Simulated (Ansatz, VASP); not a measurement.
# Cross-check of Zr (Zirconium) between VASP and Ansatz

Aim: how closely do two programs agree when they are given the same cell, functional and k mesh? The cell is taken from a series of runs on this material, whose earlier steps may have relaxed, scaled, displaced or heated it; both programs get it as it stands.

Main program and level: Ansatz 0.2.0; plane waves, with VASP 6.6.1 beside it; relaxation of cell and atoms at PBEsol.

This is not the structure that Zr takes at ambient pressure and room temperature (hexagonal, No. 194); it is a model or a phase of other conditions.

### 1. Starting point

Symmetry: Im-3m, No. 229, cubic system. The conventional cell has a = 3.521 Å, b = 3.521 Å, c = 3.521 Å, α = 90.00°, β = 90.00°, γ = 90.00°. Nearest to Zr lie 8 Zr at 3.05 Å.

### 2. Ansatz: relaxation of cell and atoms, PBEsol

Ansatz runs on its PAW soft_1 files.

The relaxed volume is the usual yardstick between codes: in a stiff, nearly cubic crystal its relative difference is about their pressure difference at one cell divided by the bulk modulus.

Contents of input.yaml:

```yaml
crystal:
  lattice:
    - [-1.7607413005, 1.7607413005, 1.7607413005]
    - [1.7607413005, -1.7607413005, 1.7607413005]
    - [1.7607413005, 1.7607413005, -1.7607413005]
  atoms:
    - { symbol: Zr, position: [0.0, 0.0, 0.0] }
kpoints:
  mp_grid: { grid: [16, 16, 16] }
hamiltonian:
  xc: pbesol
  pseudopotentials: { kind: paw, azcp: { folder: soft_1 }, xc_functional: pbe }
scf:
  occupations: { method: methfessel_paxton, width: 0.2 }
output:
  forces: true
  stress: true
  eigenvalues: true
relax:
  adjacent_minimum: "off"
  f_tol: 0.001
  max_steps: 60
  cell: { stress_tol: 0.01 }
```

Command:

```bash
$ ansatz run input.yaml --threads 4 --pin off --max-ram 10240MiB --backend cpu --events-out ev --progress --plain --runs-dir out
```

Numbers of over 12 decimals in the logs are rounded to 6 here.

The log of the run:

```text
Engine: ansatz 0.2.0, aarch64-unknown-linux-gnu
Pseudopotentials: kind: paw
Pseudopotential: Zr, paw, valence charge 12, recommended cutoff 420 eV (normal), soft_1/Zr.paw.azcp
Functional definition: PBEsol
  exchange = pbesol_x
  correlation = pbesol_c
Crystal: 1 atoms, lattice volume = 21.835 Å³
Basis set: ecut = 420 eV, 429 PW (Γ), exchange–correlation on 48×48×48 points (8 copies of the dense FFT grid, shifted against one another)
Bands: 10, of which v1, the nominal top of the filled ones, is band 6 counted from 1 (5 counted from 0)
Symmetry: 48 space group operations
Space group: Im-3m (ITA 229), of the structure as read, at distance tolerance 2.8e-5 Å
k-points: 145 of 4096
Non-local potential: Zr, projectors of the file, l = 0: 3, l = 1: 2, l = 2: 2, l = 3: 1
PAW form: soft (Blöchl's): semilocal exchange-correlation on the pseudo side does not see the compensation charge
PAW frozen core: Zr, regenerated for the run's functional, and the local potential with it (the file was generated under x = pbe(κ = 0.804, μ = 0.219515), c = pbe(β = 0.066725))
PAW one-centre angular grid: Zr, 590 points (default); XC on 64 Gauss nodes
Initial density: superposition of atomic densities (chi_scale 0.1, normalization cell)
Initial wavefunctions: pseudopotential atomic-orbital guess
Functional: x = pbesol(κ = 0.804, μ = 0.123457), c = pbesol(β = 0.046)
SCF iter   1: F=—  HF=-4128.663187 eV  |F-HF|=—  |Δ(HF+E_count)|=         —  Δρ=2.38e-2  dr2=1.71e-1  ethr=3.10e-3  ⟨swp⟩=5.0  Hψ=8107  notcnv=0
preconditioner: auto → none  [metal: Δε(μ)=0.007 eV  Ē_g=5.413 eV  σ=0.200 eV  W_gap=0.03  n_scr=0 (ndim 8)  ℏωp=15.9 eV  f_vac=0.000  D(μ)=1.77/eV (n_scr^D=18)]
SCF iter   2: F=—  HF=-4128.592862 eV  |F-HF|=—  |Δ(HF+E_count)|=   7.03e-2  S|Δr|=    0.00e0  Δρ=5.97e-3  dr2=5.30e-3  ethr=1.42e-3  ⟨swp⟩=3.0  Hψ=3889  notcnv=0  defer=4
SCF iter   3: F=—  HF=-4128.592929 eV  |F-HF|=—  |Δ(HF+E_count)|=   6.71e-5  S|Δr|=    0.00e0  Δρ=2.32e-3  dr2=4.66e-4  ethr=4.42e-5  ⟨swp⟩=2.1  Hψ=1813  notcnv=0  defer=4
SCF iter   4: F=—  HF=-4128.593189 eV  |F-HF|=—  |Δ(HF+E_count)|=   2.60e-4  S|Δr|=    0.00e0  Δρ=1.37e-4  dr2=1.65e-6  ethr=3.88e-6  ⟨swp⟩=2.0  Hψ=1825  notcnv=0  defer=4
SCF iter   5: F=—  HF=-4128.593190 eV  |F-HF|=—  |Δ(HF+E_count)|=   1.12e-6  S|Δr|=    0.00e0  Δρ=1.35e-5  dr2=9.31e-9  ethr=8.33e-10  ⟨swp⟩=6.0  Hψ=7188  notcnv=0
SCF iter   6: F=-4128.593190 eV  HF=-4128.593190 eV  |F-HF|=1.00e-11  |Δ(HF+E_count)|=  2.51e-10  S|Δr|=    0.00e0  Δρ=6.36e-7  dr2=6.59e-11  ethr=7.76e-11  ⟨swp⟩=2.0  Hψ=4524  notcnv=0
SCF 1 converged in 6 iterations: F = -4128.593190 eV  dr2 = 6.59e-11
  greatest PAW one-centre occupation: 0.996 electrons in one spin orbital (limit 2), on the Zr atom at site 0 (counted from 0), in its partial waves of l = 0
relax step   1: F+E_penalty+E_count = -4128.59318988 eV  Δ(F+E_penalty+E_count) = +0.000e0 eV  max|allowed force component| = 0.000e0 eV/Å  Δτ_max = 0.0000 Å  P = -0.034 GPa  Ω = 21.835 Å³  (6 SCF iters, dr2 threshold 1.00e-7 eV, accepted)
[...]
relax step   2: F+E_penalty+E_count = -4128.59319046 eV  Δ(F+E_penalty+E_count) = -5.709e-7 eV  max|allowed force component| = 0.000e0 eV/Å  Δτ_max = 0.0000 Å  P = +0.030 GPa  Ω = 21.820 Å³  energy of the carried Pulay correction = +3.955e-7 eV  (3 SCF iters, dr2 threshold 2.81e-9 eV, accepted)
[...]
relax step   3: F+E_penalty+E_count = -4128.59319092 eV  Δ(F+E_penalty+E_count) = -4.657e-7 eV  max|allowed force component| = 0.000e0 eV/Å  Δτ_max = 0.0000 Å  P = -0.000 GPa  Ω = 21.827 Å³  energy of the carried Pulay correction = +2.094e-7 eV  (2 SCF iters, dr2 threshold 2.22e-9 eV, accepted)
[...]
relax step   4: F+E_penalty+E_count = -4128.59319083 eV  Δ(F+E_penalty+E_count) = +9.208e-8 eV  max|allowed force component| = 0.000e0 eV/Å  Δτ_max = 0.0000 Å  P = -0.000 GPa  Ω = 21.827 Å³  stress off target by 2.83e-5 GPa  SCF on the basis re-selected at this cell (its energy is not comparable with the rows above)  (4 SCF iters)
basis re-selected at this cell: Δ(F+E_penalty+E_count) = +9.208e-8 eV, ΔP = +0.000 GPa vs the last step (what re-selecting the basis moved, of the pressure what is left beyond the Pulay correction that the steps carried, after the strain that the cell walked since its last selection, with what the two solves' SCF thresholds leave and, on support functions, any second-order correction that the steps lacked; it is no measure of the basis error at this ecutwfc). This SCF's stress stands 2.83e-5 GPa from its target on what of the cell is left free (relax.cell.stress_tol is 1.00e-2 GPa) and its largest allowed force component is 0.00e0 eV/Å (relax.f_tol is 1.00e-3 eV/Å): [rest of the remark cut]
SCF converged after 4 iterations
Stability not checked: this state was not tested for a lower state beside it, because cold or Methfessel-Paxton smearing, or corrected tetrahedra, fill the levels in a way that the test cannot read (fill_not_monotonic; see scf.lower_state_search)
Free energy (F): -4128.593191 eV
Harris-Foulkes:  -4128.593191 eV  (|F-HF|=9.09e-13)
Internal energy: -4128.592712 eV  (E = F + TS)
E sigma→0 (E₀):  -4128.593071 eV
Entropy (-TS):   -0.000479 eV (-0.479 meV/atom)
Fermi energy:    14.610669 eV
--- Per-component energies (eV) ---
  E_band       = -84.002866
  E_kinetic    = 317.334383
  E_local      = -575.637619  (includes V_loc(G=0)·N_el)
  E_nonlocal   = 77.499248
  E_hartree    = 187.546844
  E_xc         = -153.843995
  E_vxc        = -182.668514  (∫ρ·V_xc dr)
  E_paw        = -2910.086108  (= ΣΔE_a)
  E_vpaw       = -95.624021  (= ΣTr[D̂ρ^β])
  E_aug_tail   = -0.000024  (compensation charges beyond the density's cutoff)
  E_ewald      = -1071.571162
  E_core_change = 0.165721  (= ΣΔE_core)
  E_smearing   = -0.000479  (= −TS)
  E_closure    = -0.000000  (closes the sum)
  Σ components = -4128.593191   (vs F -4128.593191, Δ=0.00e0)
--- Forces (eV/Å), atoms counted from 1 ---
  atom   1  Zr    -0.00000000    -0.00000000     0.00000000
  max |Σ_I F_I| component: 1.80e-32 eV/Å
--- Stress (GPa, compression-positive) ---
       -0.000028      -0.000000       0.000000
       -0.000000      -0.000028       0.000000
       -0.000000       0.000000      -0.000028
  P = ⅓ Tr σ = -0.0000 GPa (-0.000 kbar)
--- Band table (eV; the first three rows and the last of 145) ---
  k-point 0: bands = ["-33.6342", "-11.0709", "-11.0709", "-11.0709", "9.1449", "15.7658", "15.7658", "15.7658", "18.4304", "18.4304"]
  k-point 1: bands = ["-33.6268", "-11.1203", "-11.0858", "-11.0714", "9.2892", "15.6674", "15.7344", "15.9061", "18.2718", "18.4279"]
  k-point 2: bands = ["-33.6055", "-11.2591", "-11.1277", "-11.0726", "9.7001", "15.4033", "15.5988", "16.3212", "17.9778", "18.4319"]
  k-point 144: bands = ["-33.2946", "-11.8851", "-11.8851", "-11.8851", "11.8075", "11.8075", "20.7093", "20.7093", "20.7093", "22.4986"]
--- Relaxed structure (3 steps of the walk, 3 accepted, 1 SCFs on fresh bases) ---
  F+E_penalty+E_count = -4128.59319083 eV   max|allowed force component| = 0.000e0 eV/Å   (the final SCF, on the basis selected at the relaxed cell)
  cell:  # Å, volume = 21.8268 Å³
    - [-1.760529, 1.760529, 1.760529]
    - [1.760529, -1.760529, 1.760529]
    - [1.760529, 1.760529, -1.760529]
  atoms:
    - { symbol: Zr, position: [0.0, 0.0, 0.0] }
```

### 3. VASP: relaxation of cell and atoms, PBEsol

The same cell, functional, mesh and smearing now go to VASP, with its own data sets.

Lines of VASP's logs that name or quote its potential files are left out, and so is its time.

Contents of INCAR:

```
SYSTEM = Zr
PREC = Accurate
ENCUT = 500
EDIFF = 1E-07
NELM = 120
ISMEAR = 1
SIGMA = 0.2
LREAL = .FALSE.
ALGO = Normal
GGA = PS
NBANDS = 12
LASPH = .TRUE.
LORBIT = 11
LWAVE = .FALSE.
LCHARG = .FALSE.
ISIF = 3
IBRION = 2
NSW = 80
EDIFFG = -0.005
GGA_COMPAT = .FALSE.
NELMIN = 4
```

Contents of POSCAR:

```
Zr
1.0
   -1.7607410000      1.7607410000      1.7607410000
    1.7607410000     -1.7607410000      1.7607410000
    1.7607410000      1.7607410000     -1.7607410000
Zr
1
Direct
    0.0000000000      0.0000000000      0.0000000000
```

Contents of KPOINTS:

```
Automatic mesh
0
Gamma
16 16 16
0 0 0
```

Potentials, in the order of the species: Zr_sv (PBE family, release 64).

Command:

```bash
$ mpirun -np 1 vasp_std
```

The log of the run:

```text
[banner, memory and clock lines left out]
running    1 mpi-ranks, on    1 nodes
 distrk:  each k-point on    1 cores,    1 groups
 distr:  one band on    1 cores,    1 groups

 POSCAR found type information on POSCAR Zr
 POSCAR found :  1 types and       1 ions
|                                                                             |
|               ----> ADVICE to this user running VASP <----                  |
|                                                                             |
|     You enforced a specific xc type in the INCAR file but a different       |
|     [... a line on the potential file left out ...]
|     I HOPE YOU KNOW WHAT YOU ARE DOING!                                     |
|                                                                             |

 LDA part: xc-table for (Slater+PW92), standard interpolation
 POSCAR, INCAR and KPOINTS ok, starting setup
 FFT: planning ... GRIDC
 FFT: planning ... GRID_SOFT
 FFT: planning ... GRID
 WAVECAR not read
 entering main loop
       N       E                     dE             d eps       ncg     rms          rms(c)
DAV:   1     0.860015636709E+02    0.86002E+02   -0.68628E+03  3512   0.979E+02
DAV:   2    -0.631216754455E+01   -0.92314E+02   -0.89787E+02  4072   0.269E+02
DAV:   3    -0.930034891603E+01   -0.29882E+01   -0.29432E+01  5108   0.410E+01
DAV:   4    -0.935666145247E+01   -0.56313E-01   -0.56273E-01  4104   0.560E+00
DAV:   5    -0.935779195403E+01   -0.11305E-02   -0.11305E-02  4924   0.586E-01    0.121E+01
DAV:   6    -0.906574912885E+01    0.29204E+00   -0.37944E-01  3828   0.563E+00    0.499E+00
DAV:   7    -0.901245774628E+01    0.53291E-01   -0.19059E-01  4288   0.379E+00    0.699E-01
DAV:   8    -0.901480124799E+01   -0.23435E-02   -0.10885E-02  4044   0.120E+00    0.805E-02
DAV:   9    -0.901481189604E+01   -0.10648E-04   -0.32791E-04  4468   0.157E-01    0.208E-02
DAV:  10    -0.901480858253E+01    0.33135E-05   -0.14866E-05  4000   0.399E-02    0.676E-03
DAV:  11    -0.901480594039E+01    0.26421E-05   -0.10710E-06  4360   0.110E-02    0.134E-03
DAV:  12    -0.901480584763E+01    0.92753E-07   -0.33757E-08  2560   0.137E-03
   1 F= -.90148058E+01 E0= -.90146478E+01  d E =-.901481E+01
 curvature:   0.00 expect dE= 0.000E+00 dE for cont linesearch  0.000E+00
 trial: gam= 0.00000 g(F)=  0.299E-63 g(S)=  0.429E-05 ort = 0.000E+00 (trialstep = 0.100E+01)
 search vector abs. value=  0.429E-05
 bond charge predicted
       N       E                     dE             d eps       ncg     rms          rms(c)
DAV:   1    -0.901487587236E+01   -0.69932E-04   -0.19543E-03  4632   0.453E-01    0.877E-02
DAV:   2    -0.901481236294E+01    0.63509E-04   -0.14807E-04  4360   0.125E-01    0.209E-02
DAV:   3    -0.901480443165E+01    0.79313E-05   -0.56951E-05  5268   0.594E-02    0.156E-02
DAV:   4    -0.901480547151E+01   -0.10399E-05   -0.11485E-06  4412   0.962E-03    0.685E-03
DAV:   5    -0.901480582721E+01   -0.35570E-06   -0.27507E-06  4420   0.878E-03    0.179E-03
DAV:   6    -0.901480570435E+01    0.12285E-06   -0.48554E-08  2500   0.233E-03    0.570E-04
DAV:   7    -0.901480568737E+01    0.16989E-07   -0.53715E-09  1856   0.936E-04
   2 F= -.90148057E+01 E0= -.90146482E+01  d E =0.160269E-06
 trial-energy change:    0.000000  1 .order   -0.000000   -0.000004    0.000004
 step:   0.5103(harm=  0.5103)  dis= 0.00000  next Energy=    -9.014807 (dE=-0.109E-05)
 bond charge predicted
       N       E                     dE             d eps       ncg     rms          rms(c)
DAV:   1    -0.901482357990E+01   -0.17876E-04   -0.46847E-04  4616   0.222E-01    0.431E-02
DAV:   2    -0.901480729090E+01    0.16289E-04   -0.35423E-05  4340   0.610E-02    0.103E-02
DAV:   3    -0.901480515333E+01    0.21376E-05   -0.13663E-05  5240   0.291E-02    0.765E-03
DAV:   4    -0.901480590852E+01   -0.75520E-06   -0.27078E-07  4192   0.470E-03    0.334E-03
DAV:   5    -0.901480665586E+01   -0.74734E-06   -0.66812E-07  4296   0.434E-03    0.888E-04
DAV:   6    -0.901480672334E+01   -0.67475E-07   -0.11800E-08  1936   0.116E-03
   3 F= -.90148067E+01 E0= -.90146489E+01  d E =-.875705E-06
 curvature:  -0.26 expect dE=-0.292E-08 dE for cont linesearch -0.292E-08
 trial: gam= 0.00000 g(F)=  0.129E-62 g(S)=  0.114E-07 ort =-0.221E-06 (trialstep = 0.902E+00)
 search vector abs. value=  0.115E-07
 reached required accuracy - stopping structural energy minimisation
```

Parts of OUTCAR (step 3):

```text
ion  position               nearest neighbor table
   1  0.000  0.000  0.000-

  LATTYP: Found a body centered cubic cell.
 ALAT       =     3.5214820000

 Subroutine GETGRP returns: Found 48 space group operations
 (whereof 48 operations were pure point group operations)

The static configuration has the point symmetry O_h .

 Found    145 irreducible k-points:

   k-points           NKPTS =    145   k-points in BZ     NKDIM =    145   number of bands    NBANDS=     12

   dimension x,y,z NGX =    24 NGY =   24 NGZ =   24
   dimension x,y,z NGXF=    48 NGYF=   48 NGZF=   48

   ENCUT  =  500.0 eV  36.75 Ry    6.06 a.u.   5.56  5.56  5.56*2*pi/ulx,y,z

   NELECT =      12.0000    total number of electrons

 k-points in reciprocal lattice and weights: Automatic mesh
   0.00000000  0.00000000  0.00000000       0.000
   0.06250000  0.00000000  0.00000000       0.003
   0.12500000  0.00000000  0.00000000       0.003
   0.18750000  0.00000000  0.00000000       0.003
   0.25000000  0.00000000  0.00000000       0.003
   0.31250000  0.00000000  0.00000000       0.003
   0.37500000  0.00000000  0.00000000       0.003
   0.43750000  0.00000000  0.00000000       0.003
   0.50000000  0.00000000  0.00000000       0.001
[...]
0.50000000  0.50000000  0.43750000       0.003
   0.50000000  0.50000000  0.50000000       0.000

 average (electrostatic) potential at core
       1 -73.4636

 E-fermi :   9.2877

 k-point     1 :       0.0000    0.0000    0.0000
  band No.  band energies     occupation
      1     -38.9714      2.00000
      2     -16.4027      2.00000
      3     -16.4027      2.00000
      4     -16.4027      2.00000
      5       3.8174      2.00000
      6      10.4441     -0.00000
      7      10.4441     -0.00000
      8      10.4441     -0.00000
      9      13.1072     -0.00000
     10      13.1072     -0.00000
    ...

 k-point     2 :       0.0625    0.0000    0.0000
  band No.  band energies     occupation
      1     -38.9640      2.00000
      2     -16.4520      2.00000
      3     -16.4175      2.00000
      4     -16.4032      2.00000
      5       3.9615      2.00000
      6      10.3458     -0.00000
      7      10.4126     -0.00000
      8      10.5842     -0.00000
      9      12.9487     -0.00000
     10      13.1046     -0.00000
    ...

 k-point     3 :       0.1250    0.0000    0.0000
  band No.  band energies     occupation
      1     -38.9429      2.00000
      2     -16.5902      2.00000
      3     -16.4593      2.00000
      4     -16.4044      2.00000
      5       4.3719      2.00000
      6      10.0816     -0.00000
      7      10.2768     -0.00000
      8      10.9986     -0.00000
      9      12.6549     -0.00000
     10      13.1085     -0.00000
    ...

  Total       -0.0002811     -0.0002811     -0.0002811      0.0000000      0.0000000      0.0000000
  in kB       -0.0206146     -0.0206146     -0.0206146      0.0000000      0.0000000      0.0000000
  external PRESSURE =      -0.0206146 kB  Pullay stress =       0.0000000 kB

  energy-cutoff  :      500.00
  volume of cell :       21.84
      direct lattice vectors                 reciprocal lattice vectors
    -1.760976981  1.760976981  1.760976981     0.000000000  0.283933297  0.283933297
     1.760976981 -1.760976981  1.760976981     0.283933297  0.000000000  0.283933297
     1.760976981  1.760976981 -1.760976981     0.283933297  0.283933297  0.000000000

 POSITION                                       TOTAL-FORCE (eV/Angst)
 -----------------------------------------------------------------------------------
      0.00000     -0.00000      0.00000        -0.000000      0.000000      0.000000
 -----------------------------------------------------------------------------------
    total drift:                                0.000000      0.000000      0.000000

  FREE ENERGIE OF THE ION-ELECTRON SYSTEM (eV)
  ---------------------------------------------------
  free  energy   TOTEN  =        -9.0148067233 eV

  energy  without entropy=       -9.0143332916  energy(sigma->0) =       -9.01464891

 reached required accuracy - stopping structural energy minimisation

 total charge
# of ion       s       p       d       tot
------------------------------------------
    1        2.236   5.943   1.759   9.939

[... 3 further parts left out ...]
```

CONTCAR:

```
Zr
   1.00000000000000
    -1.7609769806172377    1.7609769806172377    1.7609769806172377
     1.7609769806172377   -1.7609769806172377    1.7609769806172377
     1.7609769806172377    1.7609769806172377   -1.7609769806172377
  Zr
     1
Direct
     0.0000000000000000    0.0000000000000000    0.0000000000000000
```

The run keeps the 48 symmetry operations of its start, so it cannot find a distortion of lower symmetry.

### 4. Comparison

Known differences besides the potentials themselves: the cutoff is 420 eV in Ansatz and 500 eV in VASP; Ansatz makes its cores anew for this functional, VASP keeps those of its PBE data sets; Ansatz adds a Pulay correction to the stress that steers its cell, VASP none. Total energies have different zeros and are not compared.

Both answers:

```csv
quantity,Ansatz,VASP,difference
volume (Å³),21.83,21.84,-0.08 %
"edge a after relaxation, in the typed setting (Å)",3.049,3.050,-0.03 %
```

### 5. Summary of results

| Quantity | Value |
| --- | --- |
| difference in volume (relaxation of cell and atoms, PBEsol) | -0.076 % |

The difference in volume is -0.076 % (relaxation of cell and atoms, PBEsol), within the 1.2 % picked in this series as the mark of a large difference, as far as the stopping tolerances let one tell. 1 further run of this series is not shown here. Such differences can come from data sets, numerical settings and the points named under the comparisons, not from the functional's error against experiment.

[Lines on the potential files, build, host, timing and source positions are cut from VASP's logs without a mark.]

[Logs are printed without paths, hosts, clocks, repeated set-up lines and the standing remarks that a program may print on its own settings, such as how far it seeks lower states.]

[Hosts, paths, dates, database ids (printed as entryN), source tags and the programs' standing remarks are cut or masked in the printed files.]
